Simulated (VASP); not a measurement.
Computed with optB88-vdW, VASP's PBE PAW potentials (set 64) (plane waves; VASP).

VASP ran on this input.

File KPOINTS:
```
Automatic
0
Gamma
 6 6 4
0 0 0
```

### INCAR
```
! general
SYSTEM   = MgI2
PREC     = Accurate
ENCUT    = 520   ! plane-wave cut-off (eV)
LREAL    = .FALSE.   ! projection in real space or not
LASPH    = .TRUE.   ! aspherical one-centre terms

! electronic loop
EDIFF    = 1E-7
NELM     = 100
ALGO     = Normal
LMAXMIX  = 4

! smearing
ISMEAR   = 0   ! Gaussian
SIGMA    = 0.05

! functional
GGA      = BO
LUSE_VDW = .TRUE.
AGGAC    = 0.0
PARAM1   = 0.1833333333
PARAM2   = 0.22

! ions
IBRION   = 2   ! conjugate gradients
NSW      = 30
ISIF     = 4
EDIFFG   = -0.01

! output
LWAVE    = .FALSE.
LCHARG   = .FALSE.
```

File POSCAR:
```
MgI2
1
    2.0681219245    -3.5820918194     0.0000000000
    2.0681219245     3.5820918194     0.0000000000
    0.0000000000     0.0000000000     6.8212567654
Mg I
1 2
Direct
  0.0000000000   0.0000000000   0.0000000000
  0.3333330000   0.6666670000   0.2430280025
  0.6666670000   0.3333330000   0.7569719975
```

POTCAR, in this order: Mg I (PBE.64 set). Program: vasp_std.

Output

OSZICAR:
```
       N       E                     dE             d eps       ncg     rms          rms(c)
DAV:   1     0.885149388610E+02    0.88515E+02   -0.59685E+03   576   0.105E+03
DAV:   2     0.381765983875E+01   -0.84697E+02   -0.78245E+02   856   0.155E+02
DAV:   3    -0.251889593478E+01   -0.63366E+01   -0.63041E+01   716   0.502E+01
DAV:   4    -0.263427666823E+01   -0.11538E+00   -0.11535E+00   776   0.849E+00
DAV:   5    -0.263622168140E+01   -0.19450E-02   -0.19450E-02   712   0.112E+00    0.378E+00
DAV:   6    -0.249572708028E+01    0.14049E+00   -0.21078E-01   648   0.254E+00    0.262E+00
DAV:   7    -0.248234920702E+01    0.13378E-01   -0.16111E-01   672   0.232E+00    0.835E-01
DAV:   8    -0.248258257148E+01   -0.23336E-03   -0.82043E-03   644   0.594E-01    0.262E-01
DAV:   9    -0.248297021097E+01   -0.38764E-03   -0.12668E-03   704   0.301E-01    0.806E-02
DAV:  10    -0.248296503044E+01    0.51805E-05   -0.17423E-05   728   0.365E-02    0.585E-02
DAV:  11    -0.248297193590E+01   -0.69055E-05   -0.12401E-05   676   0.324E-02    0.134E-02
DAV:  12    -0.248297264051E+01   -0.70462E-06   -0.35134E-06   680   0.149E-02    0.132E-02
DAV:  13    -0.248297276644E+01   -0.12592E-06   -0.29095E-07   708   0.363E-03    0.128E-02
DAV:  14    -0.248297277017E+01   -0.37317E-08   -0.40198E-09   396   0.659E-04
   1 F= -.24829728E+01 E0= -.24829728E+01  d E =-.248297E+01
       N       E                     dE             d eps       ncg     rms          rms(c)
DAV:   1    -0.248484710318E+01   -0.18743E-02   -0.93543E-02   588   0.183E+00    0.113E-01
DAV:   2    -0.248520228407E+01   -0.35518E-03   -0.39098E-03   700   0.439E-01    0.610E-02
DAV:   3    -0.248519636075E+01    0.59233E-05   -0.42649E-05   688   0.614E-02    0.468E-02
DAV:   4    -0.248519163612E+01    0.47246E-05   -0.13679E-05   680   0.261E-02    0.211E-02
DAV:   5    -0.248519142054E+01    0.21558E-06   -0.26539E-06   648   0.103E-02    0.314E-03
DAV:   6    -0.248519124628E+01    0.17425E-06   -0.12791E-07   468   0.342E-03    0.121E-03
DAV:   7    -0.248519116005E+01    0.86231E-07   -0.48864E-08   364   0.217E-03
   2 F= -.24851912E+01 E0= -.24851912E+01  d E =-.221839E-02
       N       E                     dE             d eps       ncg     rms          rms(c)
DAV:   1    -0.248527842018E+01   -0.87174E-04   -0.64560E-01   580   0.479E+00    0.332E-01
DAV:   2    -0.248772045945E+01   -0.24420E-02   -0.27066E-02   692   0.115E+00    0.138E-01
DAV:   3    -0.248767744081E+01    0.43019E-04   -0.30351E-04   676   0.163E-01    0.105E-01
DAV:   4    -0.248765532668E+01    0.22114E-04   -0.87269E-05   664   0.649E-02    0.469E-02
DAV:   5    -0.248765607253E+01   -0.74585E-06   -0.14272E-05   644   0.242E-02    0.742E-03
DAV:   6    -0.248765580785E+01    0.26467E-06   -0.10442E-06   684   0.916E-03    0.350E-03
DAV:   7    -0.248765559204E+01    0.21582E-06   -0.42795E-07   632   0.533E-03    0.259E-03
DAV:   8    -0.248765560084E+01   -0.88012E-08   -0.33817E-08   348   0.165E-03
   3 F= -.24876556E+01 E0= -.24876556E+01  d E =-.468283E-02
       N       E                     dE             d eps       ncg     rms          rms(c)
DAV:   1    -0.248891556512E+01   -0.12600E-02   -0.52078E-02   592   0.125E+00    0.140E-01
DAV:   2    -0.248845436171E+01    0.46120E-03   -0.13607E-03   656   0.276E-01    0.663E-02
DAV:   3    -0.248820497466E+01    0.24939E-03   -0.28031E-04   704   0.105E-01    0.316E-02
DAV:   4    -0.248816778859E+01    0.37186E-04   -0.13092E-04   712   0.695E-02    0.686E-03
DAV:   5    -0.248816907986E+01   -0.12913E-05   -0.91596E-06   628   0.195E-02    0.647E-03
DAV:   6    -0.248816917942E+01   -0.99561E-07   -0.43086E-07   704   0.494E-03
   4 F= -.24881692E+01 E0= -.24881692E+01  d E =-.513579E-03
       N       E                     dE             d eps       ncg     rms          rms(c)
DAV:   1    -0.248952936865E+01   -0.13603E-02   -0.81583E-02   588   0.156E+00    0.175E-01
DAV:   2    -0.248881068671E+01    0.71868E-03   -0.21339E-03   652   0.345E-01    0.831E-02
DAV:   3    -0.248842190243E+01    0.38878E-03   -0.43859E-04   704   0.132E-01    0.396E-02
DAV:   4    -0.248836488631E+01    0.57016E-04   -0.20311E-04   704   0.865E-02    0.858E-03
DAV:   5    -0.248836692585E+01   -0.20395E-05   -0.14143E-05   632   0.242E-02    0.804E-03
DAV:   6    -0.248836710253E+01   -0.17668E-06   -0.68284E-07   696   0.623E-03    0.426E-03
DAV:   7    -0.248836728126E+01   -0.17873E-06   -0.35469E-07   608   0.528E-03    0.483E-04
DAV:   8    -0.248836727685E+01    0.44079E-08   -0.13511E-08   320   0.922E-04
   5 F= -.24883673E+01 E0= -.24883673E+01  d E =-.711676E-03
```

**OUTCAR**
```
------------------------ aborting loop because EDIFF is reached ----------------------------------------
  FORCE on cell =-STRESS in cart. coord.  units (eV):
  Direction    XX          YY          ZZ          XY          YZ          ZX
  --------------------------------------------------------------------------------------
  Total        0.3017314      0.3017313      0.3148533     -0.0000000     -0.0000000      0.0000000
  in kB        4.7832583      4.7832570      4.9912759     -0.0000000     -0.0000000      0.0000000
  external PRESSURE =       4.8525970 kB  Pullay stress =       0.0000000 kB
  volume of cell :      101.07
      direct lattice vectors                 reciprocal lattice vectors
     2.077040076 -3.597538452 -0.000000000     0.240727180 -0.138983921  0.000000000
     2.077040076  3.597538452  0.000000000     0.240727180  0.138983921  0.000000000
    -0.000000000  0.000000000  6.762806000     0.000000000 -0.000000000  0.147867616
 POSITION                                       TOTAL-FORCE (eV/Angst)
 -----------------------------------------------------------------------------------
     -0.00000      0.00000      6.76281         0.000000     -0.000000      0.000000
      2.07704      1.19918      1.67589         0.000000      0.000000      0.001694
      2.07704     -1.19918      5.08691        -0.000000     -0.000000     -0.001694
 -----------------------------------------------------------------------------------
    total drift:                                0.000000      0.000000      0.000000
  FREE ENERGIE OF THE ION-ELECTRON SYSTEM (eV)
  ---------------------------------------------------
  free  energy   TOTEN  =        -2.4883672769 eV

  energy  without entropy=       -2.4883672769  energy(sigma->0) =       -2.48836728

 reached required accuracy - stopping structural energy minimisation
```
(Selected blocks of OUTCAR.)

**CONTCAR**
```
MgI2
   1.00000000000000
     2.0770400761150936   -3.5975384520498888   -0.0000000000000000
     2.0770400761150936    3.5975384520498888    0.0000000000000000
    -0.0000000000000000    0.0000000000000000    6.7628059995712571
  Mg              I
     1     2
Direct
     0.0000000000000000    0.0000000000000000    1.0000000000000000
     0.3333330000000032    0.6666669999999968    0.2478101725103958
     0.6666669999999968    0.3333330000000032    0.7521898274896042
```

OUTCAR:
```
 val. band max:        2.4076510132   @ k =   0.0000   0.0000   0.0000

 cond. band min:       5.8537562031   @ k =   0.5000   0.0000   0.2500


 Fermi energy:         2.6551624008

 k-point     1 :       0.0000    0.0000    0.0000
  band No.  band energies     occupation
      1      -9.7875      2.00000
      2      -9.0547      2.00000
      3      -1.2492      2.00000
      4       1.8612      2.00000
      5       1.8612      2.00000
      6       2.2586      2.00000
      7       2.2586      2.00000
      8       2.4077      2.00000
      9       5.9968      0.00000
     10       7.1602      0.00000
     11       9.0781      0.00000
     12       9.0781      0.00000

 k-point     2 :       0.1667   -0.0000    0.0000
  band No.  band energies     occupation
      1      -9.6472      2.00000
      2      -8.9863      2.00000
      3      -1.0433      2.00000
      4       0.8852      2.00000
      5       1.4003      2.00000
      6       1.5521      2.00000
      7       2.2082      2.00000
      8       2.2874      2.00000
      9       6.8838      0.00000
     10       7.7871      0.00000
     11       8.5777      0.00000
     12       9.4152      0.00000

 k-point     3 :       0.3333    0.0000    0.0000
  band No.  band energies     occupation
      1      -9.3119      2.00000
      2      -8.8693      2.00000
      3      -0.8093      2.00000
      4      -0.2548      2.00000
      5       0.3301      2.00000
      6       1.1129      2.00000
      7       1.8584      2.00000
      8       2.0038      2.00000
      9       6.4119      0.00000
     10       7.8335      0.00000
     11       8.2415      0.00000
     12       9.3785      0.00000

 k-point     4 :       0.5000    0.0000    0.0000
  band No.  band energies     occupation
      1      -9.0767      2.00000
      2      -8.8574      2.00000
      3      -1.2349      2.00000
      4      -0.4190      2.00000
      5       0.4002      2.00000
      6       0.9336      2.00000
...
```

Unless said otherwise, spin-orbit coupling is left out, though it shifts the bands of the heavy elements here.

The compound is MgI2 in the 1T layered structure. This cell is one point of a volume scan, at 0.97 of the reference volume. Symmetry was kept, so distortions that lower it aren't found.
